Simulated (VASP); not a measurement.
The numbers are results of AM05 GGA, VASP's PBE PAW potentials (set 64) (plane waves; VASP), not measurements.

VASP ran on this input.

INCAR:
```
# general
SYSTEM=LiCl
PREC  =Accurate
ENCUT =520   # plane-wave cut-off (eV)
LREAL =.FALSE.
LASPH =.TRUE.   # aspherical one-centre terms

# electronic loop
EDIFF =1E-6   # SCF stop (eV)
NELM  =100   # most electronic steps
ALGO  =Normal   # blocked Davidson

# smearing
ISMEAR=0
SIGMA =0.05   # width (eV)

# functional
GGA   =AM   # AM05

# ions
IBRION=2
NSW   =60
ISIF  =3   # ions, shape and volume
EDIFFG=-0.01   # ionic stop

# output
LWAVE =.FALSE.
LCHARG=.FALSE.
```

File POSCAR:
```
LiCl
1.0
  0.0000000000   2.5700000000   2.5700000000
  2.5700000000   0.0000000000   2.5700000000
  2.5700000000   2.5700000000   0.0000000000
Li Cl
1 1
Cartesian
  0.0000000000   0.0000000000   0.0000000000
  2.5700000000   2.5700000000   2.5700000000
```

KPOINTS:
```
kpoints
0
G
  8 8 8
0 0 0
```

POTCAR, in this order: Li_sv Cl (PBE.64 set). Program: vasp_std.

Output

### OSZICAR
```
       N       E                     dE             d eps       ncg     rms          rms(c)
DAV:   1     0.451491689692E+02    0.45149E+02   -0.42687E+03   522   0.101E+03
DAV:   2    -0.517305325185E+01   -0.50322E+02   -0.48643E+02   712   0.161E+02
DAV:   3    -0.731527631717E+01   -0.21422E+01   -0.21402E+01   631   0.400E+01
DAV:   4    -0.737301326803E+01   -0.57737E-01   -0.57638E-01   825   0.627E+00
DAV:   5    -0.737346083848E+01   -0.44757E-03   -0.44756E-03   665   0.557E-01    0.233E+00
DAV:   6    -0.731649882819E+01    0.56962E-01   -0.14206E-01   609   0.227E+00    0.159E+00
DAV:   7    -0.732052993777E+01   -0.40311E-02   -0.51287E-02   784   0.153E+00    0.789E-01
DAV:   8    -0.732491096102E+01   -0.43810E-02   -0.88066E-03   581   0.806E-01    0.112E-01
DAV:   9    -0.732493950034E+01   -0.28539E-04   -0.35564E-04   690   0.170E-01    0.406E-02
DAV:  10    -0.732501763982E+01   -0.78139E-04   -0.15997E-04   551   0.116E-01    0.324E-02
DAV:  11    -0.732502494920E+01   -0.73094E-05   -0.14413E-05   673   0.338E-02    0.106E-02
DAV:  12    -0.732502575937E+01   -0.81017E-06   -0.69571E-07   561   0.849E-03
   1 F= -.73250258E+01 E0= -.73250258E+01  d E =-.732503E+01
       N       E                     dE             d eps       ncg     rms          rms(c)
DAV:   1    -0.732705653872E+01   -0.20316E-02   -0.32936E-02   522   0.135E+00    0.265E-01
DAV:   2    -0.732557838003E+01    0.14782E-02   -0.39153E-03   647   0.438E-01    0.927E-02
DAV:   3    -0.732540453847E+01    0.17384E-03   -0.73910E-04   541   0.177E-01    0.589E-02
DAV:   4    -0.732540808649E+01   -0.35480E-05   -0.18332E-05   884   0.384E-02    0.115E-02
DAV:   5    -0.732541048866E+01   -0.24022E-05   -0.22152E-06   493   0.127E-02    0.293E-03
DAV:   6    -0.732541006795E+01    0.42071E-06   -0.84067E-08   261   0.336E-03
   2 F= -.73254101E+01 E0= -.73254101E+01  d E =-.384309E-03
       N       E                     dE             d eps       ncg     rms          rms(c)
DAV:   1    -0.732648955144E+01   -0.10791E-02   -0.18535E-02   522   0.101E+00    0.199E-01
DAV:   2    -0.732565219661E+01    0.83735E-03   -0.22063E-03   647   0.329E-01    0.698E-02
DAV:   3    -0.732555375005E+01    0.98447E-04   -0.41887E-04   541   0.134E-01    0.443E-02
DAV:   4    -0.732555723648E+01   -0.34864E-05   -0.10407E-05   891   0.288E-02    0.861E-03
DAV:   5    -0.732555903386E+01   -0.17974E-05   -0.11638E-06   307   0.945E-03    0.197E-03
DAV:   6    -0.732555873098E+01    0.30288E-06   -0.10123E-07   261   0.367E-03
   3 F= -.73255587E+01 E0= -.73255587E+01  d E =-.532972E-03
```

OUTCAR:
```
------------------------ aborting loop because EDIFF is reached ----------------------------------------
  FORCE on cell =-STRESS in cart. coord.  units (eV):
  Direction    XX          YY          ZZ          XY          YZ          ZX
  --------------------------------------------------------------------------------------
  Total       -0.0198951     -0.0198951     -0.0198951      0.0000000      0.0000000     -0.0000000
  in kB       -0.9484597     -0.9484597     -0.9484597      0.0000000      0.0000000     -0.0000000
  external PRESSURE =      -0.9484597 kB  Pullay stress =       0.0000000 kB
  volume of cell :       33.61
      direct lattice vectors                 reciprocal lattice vectors
     0.000000000  2.561350445  2.561350445    -0.195209524  0.195209524  0.195209524
     2.561350445  0.000000000  2.561350445     0.195209524 -0.195209524  0.195209524
     2.561350445  2.561350445  0.000000000     0.195209524  0.195209524 -0.195209524
  FREE ENERGIE OF THE ION-ELECTRON SYSTEM (eV)
  ---------------------------------------------------
  free  energy   TOTEN  =        -7.3255587310 eV

  energy  without entropy=       -7.3255587310  energy(sigma->0) =       -7.32555873

 reached required accuracy - stopping structural energy minimisation
```
(Selected blocks of OUTCAR.)

**CONTCAR**
```
LiCl
   1.00000000000000
     0.0000000000000000    2.5613504445652016    2.5613504445652016
     2.5613504445652016    0.0000000000000000    2.5613504445652016
     2.5613504445652016    2.5613504445652016    0.0000000000000000
  Li              Cl
     1     1
Direct
     0.0000000000000000    0.0000000000000000    0.0000000000000000
     0.5000000000000000    0.5000000000000000    0.5000000000000000
```

The compound is LiCl in the rock salt structure. This run relaxes it. Symmetry was kept, so distortions that lower it aren't found.
